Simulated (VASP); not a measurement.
Data:

```
GaN
1.0
    1.59500    -2.76262     0.00000
    1.59500     2.76262     0.00000
    0.00000     0.00000     5.19000
Ga N
2 2
Cartesian
  1.59500  -0.92088   2.59500
  1.59500   0.92088   0.00000
  1.59500  -0.92088   4.55163
  1.59500   0.92088   1.95663
```

The numbers are results of PBE GGA, VASP's PBE PAW potentials (set 64) (plane waves; VASP), not measurements. Settings: 800 eV cut-off, 9×9×5 Γ-centred mesh, Gaussian smearing of 0.050 eV, potentials Ga_d N.

Problem. Give the stress tensor in GPa (positive for a compressed cell).

Solution. 
```
5.08  0.00  0.00
0.00  5.08  0.00
0.00  0.00  5.42
```
The pressure is its mean diagonal, 5.19 GPa.

The compound is GaN in the wurtzite structure. The cell was not relaxed at this level. The run is one of a series of settings (ENCUT = 800 against the base run), some of them coarse on purpose.
